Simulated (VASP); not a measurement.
Here is the system:

```
CELL_PARAMETERS angstrom
      4.07019     0.00000     0.00000
     -2.03509     3.52489     0.00000
      0.00000     0.00000     4.98742
ATOMIC_POSITIONS crystal
  Ba 0.00000 0.00000 0.00000
  Si 0.66667 0.33333 0.50000
  Si 0.33333 0.66667 0.50000
```

These are LDA (Ceperley-Alder, Perdew-Zunger), VASP's LDA PAW potentials (set 64) (plane waves; VASP) values and carry that method's errors. Run with 400 eV cut-off, 10×10×7 Γ-centred mesh, tetrahedra with Blöchl corrections, potentials Ba_sv Si.

The cores are frozen, which limits the accuracy of field gradients.

### Question
Give the principal components of the electric field gradient (V/Å²) and the asymmetry η at each nucleus.

### Answer

```json
[
 {"atom": "Ba1", "Vxx": "3.7", "Vyy": "3.7", "Vzz": "-7.4", "η": "0.00"},
 {"atom": "Si2", "Vxx": "13.0", "Vyy": "13.0", "Vzz": "-26.1", "η": "0.00"},
 {"atom": "Si3", "Vxx": "13.0", "Vyy": "13.0", "Vzz": "-26.1", "η": "0.00"}
]
```

The structure comes from a computed database's BaSi2 entry (P6/mmm); how it stands against other phases isn't given here. It was relaxed first, which changed the volume by -5 %.
